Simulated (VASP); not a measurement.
Data:

```
Au2Zr
1.0
   -1.76976     1.76976     4.36523
    1.76976    -1.76976     4.36523
    1.76976     1.76976    -4.36523
Zr Au
1 2
Direct
  0.00000   0.00000   0.00000
  0.66876   0.66876   0.00000
  0.33124   0.33124   0.00000
```

Computed with PBEsol GGA, VASP's PBE PAW potentials (set 64) (plane waves; VASP 6.6.1). Settings: 400 eV cut-off, Gaussian smearing of 0.050 eV, potentials Zr_sv Au.

**Question.** Give the energies of bands 7 to 20 at the high-symmetry points, in eV from the Fermi level.

**Answer.** 
```csv
band,Γ,X,P,N,M,S,R
7,-5.97,-6.14,-6.14,-6.57,-7.11,-6.63,-6.16
8,-5.87,-5.80,-6.14,-6.14,-6.28,-6.38,-5.86
9,-5.68,-5.50,-5.37,-6.00,-5.72,-6.35,-5.84
10,-5.32,-5.45,-5.17,-5.76,-5.72,-5.72,-5.24
11,-5.17,-5.16,-5.17,-4.92,-5.70,-4.22,-5.19
12,-5.17,-4.19,-4.34,-4.63,-4.58,-4.19,-4.48
13,-4.94,-4.17,-4.17,-4.47,-4.58,-4.05,-4.23
14,-4.94,-4.09,-4.09,-3.78,-4.49,-3.71,-4.04
15,-3.74,-3.59,-3.48,-3.65,-4.17,-3.49,-3.61
16,-2.11,-2.50,-2.08,-2.93,-3.43,-2.91,-2.93
17,0.03,-1.26,-2.08,-0.30,-0.15,-2.27,-0.96
18,0.28,0.80,-0.03,0.00,2.07,0.50,0.84
19,0.28,0.94,2.75,0.97,2.07,1.06,1.31
20,1.54,1.25,2.75,1.44,2.18,1.17,1.87
```

It has no gap at this level: it comes out as a metal or semimetal.

The structure comes from a computed database's ZrAu2 entry (I4/mmm); how it stands against other phases isn't given here. It was relaxed first.
